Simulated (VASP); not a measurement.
Input of a VASP 6.6.1 run:

The input INCAR:

```
SYSTEM = Na2Pd3
PREC = Accurate
ENCUT = 520
EDIFF = 1E-7
ISMEAR = 0
SIGMA = 0.1
LREAL = .FALSE.
LASPH = .TRUE.
NELM = 100
ALGO = Normal
ISIF = 2
LWAVE = .FALSE.
LCHARG = .FALSE.
GGA = PE
NBANDS = 30
```

File KPOINTS:

```
Automatic mesh
0
G
  8 8 8
  0 0 0
```

The input POSCAR:

```
Na2Pd3
1.0
    4.8417012736      0.0000000000      0.0000000000
    0.0000000000      4.8417012736      0.0000000000
    0.0000000000      0.0000000000      4.8417012736
Na Pd
2 3
Direct
    0.5000000000      0.5000000000      0.5000000000
    0.0000000000      0.0000000000      0.0000000000
    0.5000000000      0.0000000000      0.0000000000
    0.0000000000      0.5000000000      0.0000000000
    0.0000000000      0.0000000000      0.5000000000
```

Potentials or basis: VASP PAW PBE potentials, release 64 (Na_pv, Pd).

Launch:

```sh
$ cat potpaw_PBE.64/Na_pv/POTCAR potpaw_PBE.64/Pd/POTCAR > POTCAR
$ mpirun -np 1 vasp_std > vasp.out
```

Q: Predict the pressure.

A: 0.0 GPa.

Q: Predict the band gap on the k mesh.

A: None (metal or under the smearing width).
